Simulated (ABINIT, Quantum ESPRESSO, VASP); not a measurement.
# Code comparison for CsBr (Pm-3m, 2 atoms in the cell)

Self-consistent single point.

```xyz
2
Lattice="4.2900 0.0000 0.0000 0.0000 4.2900 0.0000 0.0000 0.0000 4.2900" Properties=species:S:1:pos:R:3 pbc="T T T"
Cs     0.0000     0.0000     0.0000
Br     2.1450     2.1450     2.1450
```

Shared settings, as Quantum ESPRESSO writes them: occupations = smearing; smearing = fermi-dirac; degauss = 0.000734986 Ry; noncolin = true; lspinorb = true; K_POINTS = automatic 8 8 8 0 0 0. Potentials and cutoffs stand in the table.

```tsv
code	model	pressure (GPa)	gap on the mesh (eV)	cutoff
ABINIT	PBE, spin-orbit coupling, PAW (JTH v2.0 PBE PAW)	0.90	4.324	21 Ha
Quantum ESPRESSO	PBE, spin-orbit coupling, PseudoDojo fully relativistic norm-conserving (PBE) pseudopotentials	0.98	4.338	50 Ry
VASP	PBE, spin-orbit coupling, VASP's PBE PAW potentials (set 64)	1.02	4.323	300 eV
```

Gaps are read on the mesh.

The spread over the programs that give each value: pressure within 0.12 GPa; gap on the mesh within 0.015 eV.

VASP's run is marked for a possible Pulay error in its stress at this cutoff; no cutoff test was made.

The starting cell has typed, rounded lattice constants, without a prior relaxation at this level.

Left out of this page: Ansatz and SIESTA (not drawn, or without a comparable value).
